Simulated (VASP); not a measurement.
Crystal: GaC3.

```
Ga C
1.0
     3.31895    0.00000    0.00000
     0.00000    3.31895    0.00000
     0.00000    0.00000    3.31895
Ga C
1 3
Direct
  0.00000 0.00000 0.00000
  0.00000 0.50000 0.50000
  0.50000 0.00000 0.50000
  0.50000 0.50000 0.00000
```

The cell comes from a database or a generator and needn't be the stable form of this composition.

Base run:

```yaml
Program: VASP 6.6.1
Functional: PBE
Potentials_or_basis: VASP PAW PBE potentials, release 64 (Ga_d, C)
Cutoff: 520 eV
k_mesh: 6 × 6 × 6
Occupations: fermi-dirac, width 0.1 eV
Spin: no spin polarisation
```

Its results: band gap on the k mesh none (metal or under the smearing width); pressure 1.5 GPa.

The run is repeated on the same cell with these changes: k mesh from 6 × 6 × 6 to 3 × 3 × 3. What comes out?

Band gap on the k mesh none (metal or under the smearing width); pressure 3.1 GPa.

Caveats: some runs use coarse meshes.
